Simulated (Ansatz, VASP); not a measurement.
## Cross-check of In2Se between VASP and Ansatz

Wanted: the spread between two codes on one cell, functional and k mesh. The cell is generated by rule, not measured, and may not be a known phase. The cell is taken from a series of runs on this material, whose earlier steps may have relaxed, scaled, displaced or heated it; both programs get it as it stands.

Main program and level: Ansatz 0.2.0; plane waves, with VASP 6.6.1 beside it; single point at PBEsol.

The structure was built from a prototype and need not be the compound's stable phase.

## (1) Set-up

The structure is tetragonal, space group P4_222 (No. 93). The conventional cell has a = 9.374 Å, b = 9.374 Å, c = 6.628 Å, α = 90.00°, β = 90.00°, γ = 90.00°. Nearest to Se lie 4 In at 2.76 to 3.01 Å. Nearest to In lie 2 Se at 2.76 Å. In has 2 Se at 3.01 Å nearest. Farther neighbours and most contacts between anions are not listed.

## (2) VASP: single point, PBEsol, pair 1

With cell and atoms fixed, the geometry can't cause a difference; cores, projectors, grids and the points listed under the comparison can.

Lines of VASP's logs that name or quote its potential files are left out, and so is its time.

The input, INCAR:

```
SYSTEM = In2Se
PREC = Accurate
ENCUT = 500
EDIFF = 1E-06
NELM = 120
ISMEAR = 1
SIGMA = 0.2
LREAL = .FALSE.
ALGO = Normal
GGA = PS
NBANDS = 79
LORBIT = 11
LWAVE = .FALSE.
LCHARG = .FALSE.
ISIF = 2
LASPH = .TRUE.
GGA_COMPAT = .FALSE.
KPAR = 2
```

The input, POSCAR:

```
In2Se
1.0
   -6.6284302234      0.0000000000      0.0000000000
    0.0000000000     -6.6284302234     -6.6284302234
    0.0000000000     -6.6284302234      6.6284302234
Se In
4 8
Direct
    0.0000000000      0.4834048189      0.4834048189
    0.0000000000      0.0165951811      0.0165951811
    0.5000000000      0.0165951811      0.4834048189
    0.5000000000      0.4834048189      0.0165951811
    0.7500000000      0.2500000000      0.5120959478
    0.7500000000      0.7500000000      0.9879040522
    0.2500000000      0.9879040522      0.2500000000
    0.2500000000      0.5120959478      0.7500000000
    0.2500000000      0.9879040522      0.7500000000
    0.2500000000      0.5120959478      0.2500000000
    0.7500000000      0.7500000000      0.5120959478
    0.7500000000      0.2500000000      0.9879040522
```

The input, KPOINTS:

```
Automatic mesh
0
Gamma
6 4 4
0 0 0
```

Potentials, in the order of the species: Se and In_d (PBE family, release 64).

The run is started by

```bash
> mpirun -np 2 vasp_std
```

Numbers of over 12 decimals in the logs are rounded to 6 here.

The program printed:

```text
[banner, memory and clock lines left out]
running    2 mpi-ranks, on    1 nodes
 distrk:  each k-point on    1 cores,    2 groups
 distr:  one band on    1 cores,    1 groups

 POSCAR found type information on POSCAR SeIn
 POSCAR found :  2 types and      12 ions
|                                                                             |
|               ----> ADVICE to this user running VASP <----                  |
|                                                                             |
|     You enforced a specific xc type in the INCAR file but a different       |
|     [... a line on the potential file left out ...]
|     I HOPE YOU KNOW WHAT YOU ARE DOING!                                     |
|                                                                             |

 LDA part: xc-table for (Slater+PW92), standard interpolation
 POSCAR, INCAR and KPOINTS ok, starting setup
 FFT: planning ... GRIDC
 FFT: planning ... GRID_SOFT
 FFT: planning ... GRID
 WAVECAR not read
 entering main loop
       N       E                     dE             d eps       ncg     rms          rms(c)
DAV:   1     0.120886973307E+04    0.12089E+04   -0.54022E+04  3792   0.158E+03
DAV:   2     0.140472626880E+03   -0.10684E+04   -0.10382E+04  3816   0.415E+02
DAV:   3    -0.213516606188E+02   -0.16182E+03   -0.15396E+03  4438   0.182E+02
DAV:   4    -0.365530129113E+02   -0.15201E+02   -0.14569E+02  4480   0.525E+01
DAV:   5    -0.372431150882E+02   -0.69010E+00   -0.68783E+00  4532   0.106E+01    0.962E+00
DAV:   6    -0.337490796261E+02    0.34940E+01   -0.58852E+00  5383   0.147E+01    0.498E+00
DAV:   7    -0.338902288219E+02   -0.14115E+00   -0.29928E+00  4700   0.545E+00    0.252E+00
DAV:   8    -0.338488503115E+02    0.41379E-01   -0.23743E-01  5537   0.267E+00    0.154E+00
DAV:   9    -0.338380427029E+02    0.10808E-01   -0.88698E-02  4724   0.190E+00    0.566E-01
DAV:  10    -0.338331499879E+02    0.48927E-02   -0.20690E-02  5249   0.113E+00    0.287E-01
DAV:  11    -0.338339815850E+02   -0.83160E-03   -0.69437E-03  4417   0.452E-01    0.114E-01
DAV:  12    -0.338343037498E+02   -0.32216E-03   -0.12960E-03  5641   0.109E-01    0.658E-02
DAV:  13    -0.338343108471E+02   -0.70974E-05   -0.11487E-04  4664   0.804E-02    0.221E-02
DAV:  14    -0.338343111790E+02   -0.33181E-06   -0.26665E-05  4664   0.269E-02    0.105E-02
DAV:  15    -0.338343126676E+02   -0.14887E-05   -0.39285E-06  3161   0.811E-03    0.462E-03
DAV:  16    -0.338343129260E+02   -0.25839E-06   -0.76269E-07  2713   0.574E-03
   1 F= -.33834313E+02 E0= -.33831324E+02  d E =-.896637E-02
```

OUTCAR, selected parts (step 2):

```text
ion  position               nearest neighbor table
   1  0.000  0.483  0.483-   5 2.76  10 2.76   8 3.01  11 3.01
   2  0.000  0.017  0.017-   7 2.76  12 2.76   9 3.01   6 3.01
   3  0.500  0.017  0.483-   5 2.76   7 2.76   9 3.01  11 3.01
   4  0.500  0.483  0.017-  10 2.76  12 2.76   6 3.01   8 3.01
   5  0.750  0.250  0.512-   1 2.76   3 2.76
   6  0.750  0.750  0.988-   2 3.01   4 3.01
   7  0.250  0.988  0.250-   2 2.76   3 2.76
   8  0.250  0.512  0.750-   1 3.01   4 3.01
   9  0.250  0.988  0.750-   2 3.01   3 3.01
  10  0.250  0.512  0.250-   1 2.76   4 2.76
  11  0.750  0.750  0.512-   1 3.01   3 3.01
  12  0.750  0.250  0.988-   2 2.76   4 2.76

  LATTYP: Found a simple tetragonal cell.
 ALAT       =     9.3740159192
 C/A-ratio  =     0.7071067812

 Subroutine GETGRP returns: Found  8 space group operations
 (whereof  2 operations were pure point group operations)

The static configuration has the point symmetry C_2 .
 The point group associated with its full space group is D_4 .

 Found     24 irreducible k-points:

   k-points           NKPTS =     24   k-points in BZ     NKDIM =     24   number of bands    NBANDS=     79

   dimension x,y,z NGX =    48 NGY =   70 NGZ =   70
   dimension x,y,z NGXF=    96 NGYF=  140 NGZF=  140

   ENCUT  =  500.0 eV  36.75 Ry    6.06 a.u.  12.09 17.09 17.09*2*pi/ulx,y,z

   NELECT =     128.0000    total number of electrons

 k-points in reciprocal lattice and weights: Automatic mesh
   0.00000000  0.00000000  0.00000000       0.010
   0.16666667  0.00000000  0.00000000       0.021
   0.33333333  0.00000000  0.00000000       0.021
   0.50000000  0.00000000  0.00000000       0.010
   0.00000000  0.25000000  0.00000000       0.042
   0.16666667  0.25000000  0.00000000       0.083
   0.33333333  0.25000000  0.00000000       0.083
   0.50000000  0.25000000  0.00000000       0.042
   0.00000000  0.50000000  0.00000000       0.021
[...]
0.33333333  0.50000000  0.50000000       0.021
   0.50000000  0.50000000  0.50000000       0.010

 average (electrostatic) potential at core
       1 -56.3400       2 -56.3400       3 -56.3400       4 -56.3400       5 -99.5947
       6 -99.5786       7 -99.5947       8 -99.5786       9 -99.5786      10 -99.5947
      11 -99.5786      12 -99.5947

 E-fermi :   1.6755

 k-point     1 :       0.0000    0.0000    0.0000
  band No.  band energies     occupation
    ...
     61       0.6500      2.00000
     62       1.1561      2.00149
     63       1.4597      2.06302
     64       1.4917      2.02904
     65       1.4917      2.02904
     66       1.9621     -0.06104
     67       2.4850     -0.00000
     68       2.7693     -0.00000
     69       3.0851     -0.00000
     70       3.0851     -0.00000
    ...

 k-point     2 :       0.1667    0.0000    0.0000
  band No.  band energies     occupation
    ...
     61       0.6877      2.00000
     62       1.3422      2.04006
     63       1.3568      2.04672
     64       1.5174      1.97516
     65       1.5209      1.96555
     66       1.7999      0.14075
     67       2.3629     -0.00001
     68       2.5650     -0.00000
     69       2.6226     -0.00000
     70       3.1787     -0.00000
    ...

 k-point     3 :       0.3333    0.0000    0.0000
  band No.  band energies     occupation
    ...
     61       0.9293      2.00000
     62       1.2000      2.00393
     63       1.4534      2.06623
     64       1.6796      0.96533
     65       1.7006      0.78928
     66       1.8017      0.13298
     67       2.1307     -0.00595
     68       2.2414     -0.00047
     69       2.3661     -0.00001
     70       2.6191     -0.00000
    ...

  Total       -2.3522948     -2.2087683     -2.2087683      0.0000000      0.0000000      0.0000000
  in kB       -6.4705363     -6.0757330     -6.0757330      0.0000000      0.0000000      0.0000000
  external PRESSURE =      -6.2073341 kB  Pullay stress =       0.0000000 kB

  energy-cutoff  :      500.00
  volume of cell :      582.45
      direct lattice vectors                 reciprocal lattice vectors
    -6.628430223  0.000000000  0.000000000    -0.150865283  0.000000000  0.000000000
     0.000000000 -6.628430223 -6.628430223     0.000000000 -0.075432641 -0.075432641
     0.000000000 -6.628430223  6.628430223     0.000000000 -0.075432641  0.075432641

 POSITION                                       TOTAL-FORCE (eV/Angst)
 -----------------------------------------------------------------------------------
      0.00000     -6.40843      0.00000         0.000000      0.333908     -0.000000
      0.00000     -0.22000      0.00000        -0.000000     -0.333908     -0.000000
     -3.31422     -3.31422      3.09422         0.000000      0.000000     -0.333908
     -3.31422     -3.31422     -3.09422         0.000000      0.000000      0.333908
     -4.97132     -5.05150      1.73728        -0.000000     -0.345419      0.345419
     -4.97132    -11.51958      1.57693        -0.000000      0.190655     -0.190655
     -1.65711     -8.20536     -4.89115        -0.000000      0.345419      0.345419
     -1.65711     -8.36571      1.57693        -0.000000     -0.190655     -0.190655
     -1.65711    -11.51958     -1.57693        -0.000000      0.190655      0.190655
     -1.65711     -5.05150     -1.73728        -0.000000     -0.345419     -0.345419
     -4.97132     -8.36571     -1.57693        -0.000000     -0.190655      0.190655
     -4.97132     -8.20536      4.89115        -0.000000      0.345419     -0.345419
 -----------------------------------------------------------------------------------
    total drift:                                0.000000      0.000000     -0.000000

  FREE ENERGIE OF THE ION-ELECTRON SYSTEM (eV)
  ---------------------------------------------------
  free  energy   TOTEN  =       -33.8343129260 eV

  energy  without entropy=      -33.8253465534  energy(sigma->0) =      -33.83132414

 total charge
# of ion       s       p       d       tot
------------------------------------------
    1        1.492   2.273   0.019   3.784
    2        1.492   2.273   0.019   3.784
    3        1.492   2.273   0.019   3.784
    4        1.492   2.273   0.019   3.784
    5        1.084   0.322   9.856  11.263
    6        1.141   0.233   9.846  11.220
    7        1.084   0.322   9.856  11.263
    8        1.141   0.233   9.846  11.220
    9        1.141   0.233   9.846  11.220
   10        1.084   0.322   9.856  11.263
   11        1.141   0.233   9.846  11.220
   12        1.084   0.322   9.856  11.263
--------------------------------------------------
tot         14.871  11.314  78.886 105.070

[... 3 further parts left out ...]
```

The run ends at a pressure of -0.62 GPa, with forces up to 0.49 eV/Å.

## (3) Ansatz: single point, PBEsol, pair 1

Ansatz runs on its default PAW (the set named soft_2) files.

The same cell, functional, mesh and smearing now go to Ansatz, which takes its cutoff from its data sets.

The input, input.yaml:

```yaml
crystal:
  lattice:
    - [-6.6284302234, 0.0, 0.0]
    - [0.0, -6.6284302234, -6.6284302234]
    - [0.0, -6.6284302234, 6.6284302234]
  atoms:
    - { symbol: Se, position: [0.0, 0.4834048189, 0.4834048189] }
    - { symbol: Se, position: [0.0, 0.0165951811, 0.0165951811] }
    - { symbol: Se, position: [0.5, 0.0165951811, 0.4834048189] }
    - { symbol: Se, position: [0.5, 0.4834048189, 0.0165951811] }
    - { symbol: In, position: [0.75, 0.25, 0.5120959478] }
    - { symbol: In, position: [0.75, 0.75, -0.0120959478] }
    - { symbol: In, position: [0.25, -0.0120959478, 0.25] }
    - { symbol: In, position: [0.25, 0.5120959478, 0.75] }
    - { symbol: In, position: [0.25, -0.0120959478, 0.75] }
    - { symbol: In, position: [0.25, 0.5120959478, 0.25] }
    - { symbol: In, position: [0.75, 0.75, 0.5120959478] }
    - { symbol: In, position: [0.75, 0.25, -0.0120959478] }
kpoints:
  mp_grid: { grid: [6, 4, 4] }
hamiltonian:
  xc: pbesol
scf:
  occupations: { method: methfessel_paxton, width: 0.2 }
output:
  forces: true
  stress: true
  eigenvalues: true
```

The run is started by

```bash
> ansatz run input.yaml --threads 8 --pin off --max-ram 14336MiB --backend cpu --events-out ev --progress --plain --runs-dir out
```

The program printed:

```text
Engine: ansatz 0.2.0, aarch64-unknown-linux-gnu
Pseudopotentials: kind: paw
Pseudopotential: Se, paw, valence charge 16, recommended cutoff 420 eV (normal), Se.paw.azcp
Pseudopotential: In, paw, valence charge 13, recommended cutoff 420 eV (normal), In.paw.azcp
Functional definition: PBEsol
  exchange = pbesol_x
  correlation = pbesol_c
Crystal: 12 atoms, lattice volume = 582.455 Å³
Basis set: ecut = 420 eV, 11407 PW (Γ), exchange–correlation on 90×128×128 points (8 copies of the dense FFT grid, shifted against one another)
Bands: 101, of which v1, the nominal top of the filled ones, is band 84 counted from 1 (83 counted from 0)
Symmetry: 8 space group operations
Space group: P4222 (ITA 93), of the structure as read, at distance tolerance 8.4e-5 Å
k-points: 24 of 96
Non-local potential: Se, projectors of the file, l = 0: 2, l = 1: 2, l = 2: 3, l = 3: 1
Non-local potential: In, projectors of the file, l = 0: 2, l = 1: 2, l = 2: 2, l = 3: 2
PAW form: soft (Blöchl's): semilocal exchange-correlation on the pseudo side does not see the compensation charge
PAW frozen core: Se, regenerated for the run's functional, and the local potential with it (the file was generated under x = pbe(κ = 0.804, μ = 0.219515), c = pbe(β = 0.066725))
PAW frozen core: In, regenerated for the run's functional, and the local potential with it (the file was generated under x = pbe(κ = 0.804, μ = 0.219515), c = pbe(β = 0.066725))
PAW one-centre angular grid: Se, 590 points (default); XC on 64 Gauss nodes
PAW one-centre angular grid: In, 590 points (default); XC on 64 Gauss nodes
Initial density: superposition of atomic densities (neutral atoms: chi_scale 0, normalization atom), corrected by the library's trained network
Initial wavefunctions: pseudopotential atomic-orbital guess
Functional: x = pbesol(κ = 0.804, μ = 0.123457), c = pbesol(β = 0.046)
SCF iter   1: F=—  HF=-65894.638598 eV  |F-HF|=—  |Δ(HF+E_count)|=         —  Δρ=3.71e-3  dr2=1.65e-1  ethr=1.77e-3  ⟨swp⟩=6.0  Hψ=9212  notcnv=0
preconditioner: auto → LDOS  [metal: Δε(μ)=0.033 eV  Ē_g=12.704 eV  σ=0.200 eV  W_gap=0.14  n_scr=104 (ndim 8)  ℏωp=17.4 eV  f_vac=0.177  D(μ)=10.54/eV (n_scr^D=62)  β→1.0]
SCF iter   2: F=—  HF=-65894.629367 eV  |F-HF|=—  |Δ(HF+E_count)|=   9.23e-3  S|Δr|=    0.00e0  Δρ=2.30e-3  dr2=3.32e-2  ethr=9.79e-5  ⟨swp⟩=2.0  Hψ=4327  notcnv=0
SCF iter   3: F=—  HF=-65894.620902 eV  |F-HF|=—  |Δ(HF+E_count)|=   8.47e-3  S|Δr|=    0.00e0  Δρ=8.45e-4  dr2=8.56e-3  ethr=1.97e-5  ⟨swp⟩=2.0  Hψ=3839  notcnv=0
SCF iter   4: F=—  HF=-65894.620253 eV  |F-HF|=—  |Δ(HF+E_count)|=   6.48e-4  S|Δr|=    0.00e0  Δρ=3.01e-4  dr2=1.37e-3  ethr=5.09e-6  ⟨swp⟩=2.0  Hψ=3445  notcnv=0
SCF iter   5: F=—  HF=-65894.620158 eV  |F-HF|=—  |Δ(HF+E_count)|=   9.55e-5  S|Δr|=    0.00e0  Δρ=7.80e-5  dr2=9.84e-5  ethr=8.16e-7  ⟨swp⟩=2.6  Hψ=3998  notcnv=0
SCF iter   6: F=—  HF=-65894.620254 eV  |F-HF|=—  |Δ(HF+E_count)|=   9.65e-5  S|Δr|=    0.00e0  Δρ=2.38e-5  dr2=8.92e-6  ethr=5.86e-8  ⟨swp⟩=2.0  Hψ=3598  notcnv=0
SCF iter   7: F=—  HF=-65894.620257 eV  |F-HF|=—  |Δ(HF+E_count)|=   2.34e-6  S|Δr|=    0.00e0  Δρ=7.95e-6  dr2=1.10e-6  ethr=5.31e-9  ⟨swp⟩=2.0  Hψ=2815  notcnv=0
SCF iter   8: F=—  HF=-65894.620257 eV  |F-HF|=—  |Δ(HF+E_count)|=   5.30e-7  S|Δr|=    0.00e0  Δρ=5.48e-6  dr2=3.04e-7  ethr=6.55e-10  ⟨swp⟩=2.2  Hψ=3891  notcnv=0
SCF iter   9: F=-65894.620257 eV  HF=-65894.620257 eV  |F-HF|=5.21e-9  |Δ(HF+E_count)|=   2.91e-8  S|Δr|=    0.00e0  Δρ=1.33e-6  dr2=3.25e-8  ethr=5.95e-11  ⟨swp⟩=9.9  Hψ=9607  notcnv=0
SCF 1 converged in 9 iterations: F = -65894.620257 eV  dr2 = 3.25e-8
  greatest PAW one-centre occupation: 1.000 electrons in one spin orbital (limit 2), on the Se atom at site 0 (counted from 0), in its partial waves of l = 2
SCF converged after 9 iterations
Stability not checked: this state was not tested for a lower state beside it, because cold or Methfessel-Paxton smearing, or corrected tetrahedra, fill the levels in a way that the test cannot read (fill_not_monotonic; see scf.lower_state_search)
Free energy (F): -65894.620257 eV
Harris-Foulkes:  -65894.620257 eV  (|F-HF|=5.21e-9)
Internal energy: -65894.611260 eV  (E = F + TS)
E sigma→0 (E₀):  -65894.618008 eV
Entropy (-TS):   -0.008997 eV (-0.750 meV/atom)
Fermi energy:    3.451709 eV
--- Per-component energies (eV) ---
  E_band       = -2717.677821
  E_kinetic    = 2382.539591
  E_local      = -25797.733848  (includes V_loc(G=0)·N_el)
  E_nonlocal   = 567.687720
  E_hartree    = 11399.258957
  E_xc         = -2114.961333
  E_vxc        = -1178.884578  (∫ρ·V_xc dr)
  E_paw        = -40105.548570  (= ΣΔE_a)
  E_vpaw       = -1489.801188  (= ΣTr[D̂ρ^β])
  E_aug_tail   = -0.002162  (compensation charges beyond the density's cutoff)
  E_ewald      = -12231.772636
  E_core_change = 5.921022  (= ΣΔE_core)
  E_smearing   = -0.008997  (= −TS)
  E_closure    = -0.000000  (closes the sum)
  Σ components = -65894.620257   (vs F -65894.620257, Δ=0.00e0)
--- Forces (eV/Å), atoms counted from 1 ---
  atom   1  Se     0.00000000     0.33326281     0.00000000
  atom   2  Se     0.00000000    -0.33326281     0.00000000
  atom   3  Se    -0.00000000     0.00000000    -0.33326281
  atom   4  Se     0.00000000     0.00000000     0.33326281
  atom   5  In    -0.00000000    -0.34565449     0.34565449
  atom   6  In    -0.00000000     0.19078406    -0.19078406
  atom   7  In     0.00000000     0.34565449     0.34565449
  atom   8  In     0.00000000    -0.19078406    -0.19078406
  atom   9  In     0.00000000     0.19078406     0.19078406
  atom  10  In    -0.00000000    -0.34565449    -0.34565449
  atom  11  In     0.00000000    -0.19078406     0.19078406
  atom  12  In    -0.00000000     0.34565449    -0.34565449
  max |Σ_I F_I| component: 4.70e-18 eV/Å
--- Stress (GPa, compression-positive) ---
       -0.642085      -0.000000       0.000000
       -0.000000      -0.599250       0.000000
       -0.000000       0.000000      -0.599250
  P = ⅓ Tr σ = -0.6135 GPa (-6.135 kbar)
--- Band table (eV; the first three rows and the last of 24) ---
  k-point 0: bands = [... 80 lower, 2.4245, 2.9327, 3.2374, 3.2654, 3.2654, 3.7378, 4.2589, 4.5453, ... 13 higher]
  k-point 1: bands = [... 80 lower, 2.4665, 3.0475, 3.0728, 3.1478, 3.3756, 3.6645, 4.1189, 4.1980, ... 13 higher]
  k-point 2: bands = [... 80 lower, 2.6088, 2.6165, 3.0126, 3.4796, 3.5260, 3.5428, 3.5867, 4.0826, ... 13 higher]
  k-point 23: bands = [... 80 lower, 2.2613, 2.7765, 2.7765, 3.2738, 4.0815, 4.2231, 4.2231, 4.6922, ... 13 higher]
```

The run ends at a pressure of -0.61 GPa, with forces up to 0.49 eV/Å.

## (4) Differences

Known differences besides the potentials themselves: the data sets hold 168 valence electrons in Ansatz (on its default PAW (the set named soft_2) files) and 128 in VASP; the cutoff is 420 eV in Ansatz and 500 eV in VASP; Ansatz makes its cores anew for this functional, VASP keeps those of its PBE data sets. Total energies have different zeros and are not compared.

The two programs side by side:

| quantity | Ansatz | VASP | difference |
| --- | --- | --- | --- |
| pressure (GPa) | -0.61 | -0.62 | +0.01 |

Forces on 8 of the 12 atoms, those with the largest forces and the largest differences (eV/Å; atoms numbered as in POSCAR):

| atom | Ansatz x, y, z | VASP x, y, z |
| --- | --- | --- |
| Se1 | 0.000, 0.333, 0.000 | 0.000, 0.334, 0.000 |
| Se2 | 0.000, -0.333, 0.000 | 0.000, -0.334, 0.000 |
| Se3 | 0.000, 0.000, -0.333 | 0.000, 0.000, -0.334 |
| Se4 | 0.000, 0.000, 0.333 | 0.000, 0.000, 0.334 |
| In5 | 0.000, -0.346, 0.346 | 0.000, -0.345, 0.345 |
| In7 | 0.000, 0.346, 0.346 | 0.000, 0.345, 0.345 |
| In10 | 0.000, -0.346, -0.346 | 0.000, -0.345, -0.345 |
| In12 | 0.000, 0.346, -0.346 | 0.000, 0.345, -0.345 |

The forces differ by 0.2 meV/Å r.m.s., which is 0.1 % of the r.m.s. force of 0.217 eV/Å (both taken over all components).

(Part 1 of 2 ends here.)

[Lines on the potential files, build, host, timing and source positions are cut from VASP's logs without a mark.]

[Logs are printed without paths, hosts, clocks, repeated set-up lines and the standing remarks that a program may print on its own settings, such as how far it seeks lower states.]

[Hosts, paths, dates, database ids (printed as entryN), source tags and the programs' standing remarks are cut or masked in the printed files.]
